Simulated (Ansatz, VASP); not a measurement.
# KLi2Cl2F in two plane-wave programs

Aim: how closely do two programs agree when they are given the same cell, functional and k mesh? The cell is generated by rule, not measured, and may not be a known phase. The two relaxations start from unlike cells of this crystal (the structure described is Ansatz's start), so only their ends are compared.

Main program and level: Ansatz 0.2.0; plane waves, with VASP 6.6.1 beside it; relaxation of cell and atoms at PBE.

The structure was built from a prototype and need not be the compound's stable phase.

## 1. The starting structure

Symmetry: I4/mmm, No. 139, tetragonal system. Conventional cell: a = 3.684 Å, b = 3.684 Å, c = 15.630 Å, α = 90.00°, β = 90.00°, γ = 90.00°. Nearest to Cl lie 1 K at 2.60 Å and 5 Li at 2.60 to 2.61 Å. F has 2 Li at 2.60 Å and 4 K at 2.60 Å nearest. K has 2 Cl at 2.60 Å and 4 F at 2.60 Å nearest. Nearest to Li lie 1 F at 2.60 Å and 5 Cl at 2.60 to 2.61 Å. Farther neighbours and most contacts between anions are not listed.

## 2. Ansatz: relaxation of cell and atoms, PBE

Ansatz runs on its default PAW (the set named soft_2) files.

The relaxed volume is the usual yardstick between codes: in a stiff, nearly cubic crystal its relative difference is about their pressure difference at one cell divided by the bulk modulus.

Input file input.yaml:

```yaml
crystal:
  lattice:
    - [2.605, 2.605, 0.0]
    - [-2.605, 2.605, 0.0]
    - [2.605, 0.0, 7.815]
  atoms:
    - { symbol: Cl, position: [0.833333, 0.166667, 0.333333] }
    - { symbol: Cl, position: [0.166667, 0.833333, 0.666667] }
    - { symbol: F, position: [0.5, 0.5, 0.0] }
    - { symbol: K, position: [0.0, 0.0, 0.0] }
    - { symbol: Li, position: [0.333333, 0.666667, 0.333333] }
    - { symbol: Li, position: [0.666667, 0.333333, 0.666667] }
kpoints:
  mp_grid: { grid: [6, 6, 6] }
hamiltonian:
  xc: pbe
scf:
  occupations: { method: gaussian, width: 0.1 }
output:
  forces: true
  stress: true
  eigenvalues: true
relax:
  adjacent_minimum: "off"
  f_tol: 0.05
  max_steps: 80
  cell: { stress_tol: 0.5 }
```

Command:

```console
> ansatz run input.yaml --threads 4 --pin off --max-ram 14336MiB --backend cpu --events-out ev --progress --plain --runs-dir out
```

Numbers of over 12 decimals in the logs are rounded to 6 here.

Log:

```text
Warning: the atoms were moved onto the symmetric positions of the space group found under crystal.symmetry.tolerance 1.0e-5 (fractional; no operation is sought that the atoms, as they stand in a round, miss by more than twice it, and no atom is moved by as much as it), and the run uses the moved positions. Before a round's move an operation carried an atom to 5.21e-6 Å from where it should land, the largest such dist [...]
The last accepted step is kept in <dir> (removed where the run ends without a failure and the disk answers)
Engine: ansatz 0.2.0, aarch64-unknown-linux-gnu
Pseudopotentials: kind: paw
Pseudopotential: Cl, paw, valence charge 7, recommended cutoff 420 eV (normal), Cl.paw.azcp
Pseudopotential: F, paw, valence charge 7, recommended cutoff 420 eV (normal), F.paw.azcp
Pseudopotential: K, paw, valence charge 9, recommended cutoff 420 eV (normal), K.paw.azcp
Pseudopotential: Li, paw, valence charge 3, recommended cutoff 420 eV (normal), Li.paw.azcp
Functional definition: PBE
  parameter kappa = 0.804
  parameter beta = 0.066725
  exchange = pbe_x(kappa = kappa, mu = beta*pi^2/3)
  correlation = pbe_c(beta = beta)
Crystal: 6 atoms, lattice volume = 106.066 Å³
Basis set: ecut = 420 eV, 2087 PW (Γ), exchange–correlation on 50×50×120 points (8 copies of the dense FFT grid, shifted against one another)
Bands: 24, of which v1, the nominal top of the filled ones, is band 18 counted from 1 (17 counted from 0)
Symmetry: 16 space group operations
Space group: I4/mmm (ITA 139), of the structure as read, at distance tolerance 4.7e-5 Å
k-points: 30 of 216
Non-local potential: Cl, projectors of the file, l = 0: 2, l = 1: 2, l = 2: 2
Non-local potential: F, projectors of the file, l = 0: 2, l = 1: 2, l = 2: 1
Non-local potential: K, projectors of the file, l = 0: 3, l = 1: 2, l = 2: 2
Non-local potential: Li, projectors of the file, l = 0: 3, l = 1: 2, l = 2: 1
PAW form: soft (Blöchl's): semilocal exchange-correlation on the pseudo side does not see the compensation charge
PAW one-centre angular grid: Cl, 110 points (default); XC on 64 Gauss nodes
PAW one-centre angular grid: F, 110 points (default); XC on 64 Gauss nodes
PAW one-centre angular grid: K, 110 points (default); XC on 64 Gauss nodes
PAW one-centre angular grid: Li, 110 points (default); XC on 64 Gauss nodes
Initial density: superposition of atomic densities (neutral atoms: chi_scale 0, normalization atom), corrected by the library's trained network
Initial wavefunctions: pseudopotential atomic-orbital guess
Functional: x = pbe(κ = 0.804, μ = 0.219515), c = pbe(β = 0.066725)
SCF iter   1: F=—  HF=-4923.652894 eV  |F-HF|=—  |Δ(HF+E_count)|=         —  Δρ=1.61e-3  dr2=5.09e-3  ethr=1.77e-3  ⟨swp⟩=6.6  Hψ=3507  notcnv=0
preconditioner: auto → Resta (q_TF=auto, 2.279 Å⁻¹)  ε∞=3.0  [insulator: Δε(μ)=5.893 eV  Ē_g=14.131 eV  σ=0.100 eV  W_gap=1.00  n_scr=20 (ndim 8)  ℏωp=19.7 eV  f_vac=0.010  D(μ)=0.00/eV (n_scr^D=0)  ε∞_Penn≈3.0]
SCF iter   2: F=—  HF=-4923.649823 eV  |F-HF|=—  |Δ(HF+E_count)|=   3.07e-3  Δρ=8.82e-4  dr2=7.94e-4  ethr=1.41e-5  ⟨swp⟩=2.0  Hψ=1402  notcnv=0
SCF iter   3: F=—  HF=-4923.649559 eV  |F-HF|=—  |Δ(HF+E_count)|=   2.64e-4  Δρ=2.88e-4  dr2=3.14e-4  ethr=2.20e-6  ⟨swp⟩=2.0  Hψ=1110  notcnv=0
SCF iter   4: F=—  HF=-4923.649414 eV  |F-HF|=—  |Δ(HF+E_count)|=   1.45e-4  Δρ=1.78e-4  dr2=3.16e-5  ethr=8.72e-7  ⟨swp⟩=2.3  Hψ=991  notcnv=0
SCF iter   5: F=—  HF=-4923.649468 eV  |F-HF|=—  |Δ(HF+E_count)|=   5.39e-5  Δρ=5.28e-5  dr2=2.10e-6  ethr=8.77e-8  ⟨swp⟩=2.0  Hψ=1125  notcnv=0
SCF iter   6: F=-4923.649469 eV  HF=-4923.649469 eV  |F-HF|=1.66e-8  |Δ(HF+E_count)|=   1.05e-6  Δρ=8.67e-6  dr2=7.51e-8  ethr=2.78e-10  ⟨swp⟩=7.8  Hψ=3717  notcnv=0
SCF 1 converged in 6 iterations: F = -4923.649469 eV  dr2 = 7.51e-8
  greatest PAW one-centre occupation: 1.000 electrons in one spin orbital (limit 2), on the Li atom at site 5 (counted from 0), in its partial waves of l = 0
relax step   1: F+E_penalty+E_count = -4923.64946906 eV  Δ(F+E_penalty+E_count) = +0.000e0 eV  max|allowed force component| = 1.639e0 eV/Å  Δτ_max = 0.0000 Å  P = +3.592 GPa  Ω = 106.066 Å³  (6 SCF iters, dr2 threshold 1.00e-7 eV, accepted)
[...]
relax step   6: F+E_penalty+E_count = -4924.13989631 eV  Δ(F+E_penalty+E_count) = -2.326e-2 eV  max|allowed force component| = 4.508e-2 eV/Å  Δτ_max = 0.0000 Å  P = +0.053 GPa  Ω = 115.647 Å³  stress off target by 5.95e-1 GPa  SCF on the basis re-selected at this cell (its energy is not comparable with the rows above)  (6 SCF iters)
[...]
relax step   7: F+E_penalty+E_count = -4924.15143681 eV  Δ(F+E_penalty+E_count) = -1.154e-2 eV  max|allowed force component| = 3.374e-2 eV/Å  Δτ_max = 0.0886 Å  P = +0.209 GPa  Ω = 116.900 Å³  energy of the carried Pulay correction = -8.526e-4 eV  (6 SCF iters, dr2 threshold 6.00e-7 eV, accepted)
[...]
relax step   8: F+E_penalty+E_count = -4924.15289575 eV  Δ(F+E_penalty+E_count) = -1.459e-3 eV  max|allowed force component| = 3.386e-2 eV/Å  Δτ_max = 0.0000 Å  P = +0.221 GPa  Ω = 116.900 Å³  stress off target by 4.02e-1 GPa  SCF on the basis re-selected at this cell (its energy is not comparable with the rows above)  (5 SCF iters)
basis re-selected at this cell: Δ(F+E_penalty+E_count) = -1.459e-3 eV, ΔP = +0.011 GPa vs the last step (what re-selecting the basis moved, of the pressure what is left beyond the Pulay correction that the steps carried, after the strain that the cell walked since its last selection, with what the two solves' SCF thresholds leave and, on support functions, any second-order correction that the steps lacked; it is no m [...]
SCF converged after 5 iterations
Free energy (F): -4924.152896 eV
Harris-Foulkes:  -4924.152896 eV  (|F-HF|=1.27e-9)
Internal energy: -4924.152896 eV  (E = F + TS)
E sigma→0 (E₀):  -4924.152896 eV
Fermi energy:    3.922123 eV
--- Per-component energies (eV) ---
  E_band       = -356.148915
  E_kinetic    = 828.911687
  E_local      = -2035.032690  (includes V_loc(G=0)·N_el)
  E_nonlocal   = 76.424822
  E_hartree    = 714.990070
  E_xc         = -453.326350
  E_vxc        = -542.261682  (∫ρ·V_xc dr)
  E_paw        = -2343.011975  (= ΣΔE_a)
  E_vpaw       = -114.172499  (= ΣTr[D̂ρ^β])
  E_aug_tail   = 0.002243  (compensation charges beyond the density's cutoff)
  E_ewald      = -1713.110703
  E_smearing   = -0.000000  (= −TS)
  E_closure    = -0.000000  (closes the sum)
  Σ components = -4924.152896   (vs F -4924.152896, Δ=0.00e0)
--- Forces (eV/Å), atoms counted from 1 ---
  atom   1  Cl     0.00000000     0.00000000     0.03385551
  atom   2  Cl     0.00000000     0.00000000    -0.03385551
  atom   3  F     -0.00000000    -0.00000000     0.00000000
  atom   4  K      0.00000000     0.00000000     0.00000000
  atom   5  Li    -0.00000000     0.00000000    -0.01456588
  atom   6  Li    -0.00000000     0.00000000     0.01456588
  max |Σ_I F_I| component: 5.20e-18 eV/Å
--- Stress (GPa, compression-positive) ---
        0.130054       0.000000       0.000000
        0.000000       0.130054       0.000000
        0.000000       0.000000       0.402262
  P = ⅓ Tr σ = 0.2208 GPa (2.208 kbar)
--- Band table (eV; the first three rows and the last of 30) ---
  k-point 0: bands = [... 14 lower, 0.4065, 1.0565, 1.3257, 1.3257, 6.5142, 8.2518, 9.4780, 9.9385, ... 2 higher]
  k-point 1: bands = [... 14 lower, 0.4058, 1.0352, 1.3255, 1.3255, 6.6148, 8.1061, 9.4369, 9.6674, ... 2 higher]
  k-point 2: bands = [... 14 lower, 0.4043, 0.9938, 1.3249, 1.3249, 6.8936, 7.7416, 9.3724, 9.4129, ... 2 higher]
  k-point 29: bands = [... 14 lower, -0.1034, 1.0420, 1.2387, 1.2404, 8.5501, 8.8061, 9.1034, 9.3664, ... 2 higher]
--- Relaxed structure (6 steps of the walk, 6 accepted, 2 SCFs on fresh bases) ---
  F+E_penalty+E_count = -4924.15289575 eV   max|allowed force component| = 3.386e-2 eV/Å   (the final SCF, on the basis selected at the relaxed cell)
  cell:  # Å, volume = 116.9000 Å³
    - [2.569238, 2.569238, 0.0]
    - [-2.569238, 2.569238, 0.0]
    - [2.569238, 0, 8.854738]
  atoms:
    - { symbol: Cl, position: [0.823148, 0.176852, 0.353703] }
    - { symbol: Cl, position: [0.176852, 0.823148, 0.646297] }
    - { symbol: F, position: [0.5, 0.5, 0.0] }
    - { symbol: K, position: [0, 0, 0.0] }
    - { symbol: Li, position: [0.317543, 0.682457, 0.364913] }
    - { symbol: Li, position: [0.682457, 0.317543, 0.635087] }
```

## 3. VASP: relaxation of cell and atoms, PBE

Its own start cell and the same functional, mesh and smearing now go to VASP, with its own data sets.

Lines of VASP's logs that name or quote its potential files are left out, and so is its time.

Input file INCAR:

```
SYSTEM = KLi2Cl2F
PREC = Accurate
ENCUT = 750
EDIFF = 1E-07
NELM = 120
ISMEAR = 0
SIGMA = 0.1
LREAL = .FALSE.
ALGO = Normal
GGA = PE
NBANDS = 24
LORBIT = 11
LWAVE = .FALSE.
LCHARG = .FALSE.
ISIF = 3
IBRION = 2
NSW = 80
EDIFFG = -0.005
LASPH = .TRUE.
GGA_COMPAT = .FALSE.
NELMIN = 4
EFERMI = MIDGAP
KPAR = 2
```

Input file POSCAR:

```
KLi2Cl2F
1.0
    2.5713353598      2.5713353598      0.0000000000
   -2.5713353598      2.5713353598      0.0000000000
    2.5713353598      0.0000000000      8.9390228841
Cl F K Li
2 1 1 2
Direct
    0.8224447068      0.1775552932      0.3551105864
    0.1775552932      0.8224447068      0.6448894136
    0.5000000000      0.5000000000      0.0000000000
    0.0000000000      0.0000000000      0.0000000000
    0.3169755821      0.6830244179      0.3660488359
    0.6830244179      0.3169755821      0.6339511641
```

Input file KPOINTS:

```
Automatic mesh
0
Gamma
6 6 6
0 0 0
```

The projector-augmented-wave data sets are Cl, F, K_sv and Li_sv (PBE family, release 64).

Command:

```console
> mpirun -np 2 vasp_std
```

Log:

```text
[banner, memory and clock lines left out]
running    2 mpi-ranks, on    1 nodes
 distrk:  each k-point on    1 cores,    2 groups
 distr:  one band on    1 cores,    1 groups

 POSCAR found type information on POSCAR ClF K Li
 POSCAR found :  4 types and       6 ions
 LDA part: xc-table for (Slater+PW92), standard interpolation
 POSCAR, INCAR and KPOINTS ok, starting setup
 FFT: planning ... GRIDC
 FFT: planning ... GRID_SOFT
 FFT: planning ... GRID
 WAVECAR not read
 entering main loop
       N       E                     dE             d eps       ncg     rms          rms(c)
DAV:   1     0.340691770257E+03    0.34069E+03   -0.20625E+04  1440   0.189E+03
DAV:   2     0.677535936318E+01   -0.33392E+03   -0.32211E+03  1816   0.409E+02
DAV:   3    -0.205062420170E+02   -0.27282E+02   -0.27181E+02  1952   0.105E+02
DAV:   4    -0.243451546823E+02   -0.38389E+01   -0.38307E+01  2784   0.238E+01
DAV:   5    -0.244838465165E+02   -0.13869E+00   -0.13869E+00  1920   0.490E+00    0.766E+00
DAV:   6    -0.228309011820E+02    0.16529E+01   -0.64234E+00  1840   0.122E+01    0.459E+00
DAV:   7    -0.227811980025E+02    0.49703E-01   -0.37308E-01  2232   0.306E+00    0.327E+00
DAV:   8    -0.227559684324E+02    0.25230E-01   -0.15819E-01  1904   0.314E+00    0.533E-01
DAV:   9    -0.227533055362E+02    0.26629E-02   -0.40599E-02  1928   0.103E+00    0.232E-01
DAV:  10    -0.227525845159E+02    0.72102E-03   -0.57586E-03  1928   0.454E-01    0.118E-01
DAV:  11    -0.227512718032E+02    0.13127E-02   -0.43294E-03  1936   0.390E-01    0.390E-02
DAV:  12    -0.227513172696E+02   -0.45466E-04   -0.51730E-04  2112   0.106E-01    0.219E-02
DAV:  13    -0.227513291253E+02   -0.11856E-04   -0.58515E-05  1944   0.481E-02    0.108E-02
DAV:  14    -0.227513296049E+02   -0.47966E-06   -0.14438E-05  2152   0.202E-02    0.860E-03
DAV:  15    -0.227513314291E+02   -0.18242E-05   -0.21932E-06  2128   0.850E-03    0.256E-03
DAV:  16    -0.227513315597E+02   -0.13052E-06   -0.71906E-07  1680   0.503E-03    0.857E-04
DAV:  17    -0.227513315892E+02   -0.29539E-07   -0.11355E-07  1400   0.242E-03
   1 F= -.22751332E+02 E0= -.22751332E+02  d E =-.227513E+02
[...]
2 F= -.22751348E+02 E0= -.22751348E+02  d E =-.160028E-04
[...]
3 F= -.22751378E+02 E0= -.22751378E+02  d E =-.467624E-04
[...]
4 F= -.22751363E+02 E0= -.22751363E+02  d E =-.313576E-04
[...]
5 F= -.22751384E+02 E0= -.22751384E+02  d E =-.528274E-04
[...]
6 F= -.22751394E+02 E0= -.22751394E+02  d E =-.968491E-05
 ZBRENT: can't locate minimum, use default step
 trial-energy change:   -0.000010  1 .order   -0.000010   -0.000011   -0.000009
 step:   8.1421(harm=  8.1790)  dis= 0.00292  next Energy=   -22.751407 (dE=-0.228E-04)
 bond charge predicted
       N       E                     dE             d eps       ncg     rms          rms(c)
DAV:   1    -0.227514325662E+02   -0.38474E-04   -0.43329E-02  1472   0.131E+00    0.678E-02
DAV:   2    -0.227514337396E+02   -0.11734E-05   -0.79923E-04  1832   0.169E-01    0.333E-02
DAV:   3    -0.227514076865E+02    0.26053E-04   -0.63402E-05  2128   0.495E-02    0.164E-02
DAV:   4    -0.227514055398E+02    0.21467E-05   -0.99050E-06  2056   0.184E-02    0.742E-03
DAV:   5    -0.227514056860E+02   -0.14623E-06   -0.11689E-06  2328   0.616E-03    0.338E-03
DAV:   6    -0.227514061117E+02   -0.42569E-06   -0.20327E-07  1496   0.294E-03    0.696E-04
DAV:   7    -0.227514061730E+02   -0.61341E-07   -0.33196E-08  1160   0.132E-03
   7 F= -.22751406E+02 E0= -.22751406E+02  d E =-.217564E-04
 curvature:  -5.48 expect dE=-0.690E-04 dE for cont linesearch -0.181E-08
 trial: gam= 2.22160 g(F)=  0.212E-05 g(S)=  0.105E-04 ort =-0.496E-07 (trialstep = 0.494E+00)
 search vector abs. value=  0.493E-04
 reached required accuracy - stopping structural energy minimisation
```

(Continued in part 2 of 2.)

[Lines on the potential files, build, host, timing and source positions are cut from VASP's logs without a mark.]

[Logs are printed without paths, hosts, clocks, repeated set-up lines and the standing remarks that a program may print on its own settings, such as how far it seeks lower states.]

[Hosts, paths, dates, database ids (printed as entryN), source tags and the programs' standing remarks are cut or masked in the printed files.]
